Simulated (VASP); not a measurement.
A VASP calculation is set up with these files.

### KPOINTS
```
Regular mesh
0
Gamma
 10 10 10
```

INCAR:
```
# general
SYSTEM   =  YN
PREC     =  Accurate
ENCUT    =  600
LREAL    =  F
LASPH    =  T

# electronic loop
EDIFF    =  1E-7   # SCF stop (eV)
NELM     =  100   # most electronic steps
ALGO     =  Normal
LMAXMIX  =  4   # l cut-off of mixed one-centre charges

# smearing
ISMEAR   =  0   # Gaussian
SIGMA    =  0.05

# functional
GGA      =  PS   # PBEsol

# ions
IBRION   =  2
NSW      =  40   # most ionic steps
ISIF     =  3
EDIFFG   =  -0.01
PSTRESS  =  150   # kbar

# output
LWAVE    =  F
LCHARG   =  F
```

**POSCAR**
```
YN
1.0
  0.0000000000   2.4277562656   2.4277562656
  2.4277562656   0.0000000000   2.4277562656
  2.4277562656   2.4277562656   0.0000000000
Y N
1 1
Cart
  0.0000000000   0.0000000000   0.0000000000
  2.4277562656   2.4277562656   2.4277562656
```

POTCAR, in this order: Y_sv N (PBE.64 set). Program: vasp_std.

Question: Write an equivalent input for Quantum ESPRESSO's pw.x.

Answer: One equivalent input (not run):
```
&CONTROL
  calculation = 'vc-relax'
  pseudo_dir = './pseudo'
  outdir = './out'
  tprnfor = .true.
  tstress = .true.
  nstep = 40
  forc_conv_thr = 0.00039
/
&SYSTEM
  ibrav = 0
  nat = 2
  ntyp = 2
  ecutwfc = 84
  occupations = 'smearing'
  smearing = 'gaussian'
  degauss = 0.003675
  input_dft = 'pbesol'
/
&ELECTRONS
  conv_thr = 7.3e-09
  electron_maxstep = 100
/
&IONS
/
&CELL
  press = 150
/
ATOMIC_SPECIES
  Y 88.906 Y.upf
  N 14.007 N.upf
CELL_PARAMETERS angstrom
     0.0000000    2.4277563    2.4277563
     2.4277563   -0.0000000    2.4277563
     2.4277563    2.4277563    0.0000000
ATOMIC_POSITIONS crystal
  Y    0.0000000  0.0000000  0.0000000
  N    0.5000000  0.5000000  0.5000000
K_POINTS automatic
  10 10 10 0 0 0
```
Limits of the translation: the potentials are each code's own (VASP's PAW set, PseudoDojo norm-conserving files in pw.x), so ENCUT and ecutwfc are chosen apart and not converted; conv_thr bounds pw.x's estimated SCF error, while EDIFF bounds the energy change between steps; forc_conv_thr acts on force components and is met together with etot_conv_thr.

The compound is YN in the rock salt structure. This run relaxes it under an external pressure of 15 GPa. Symmetry was kept, so distortions that lower it aren't found.
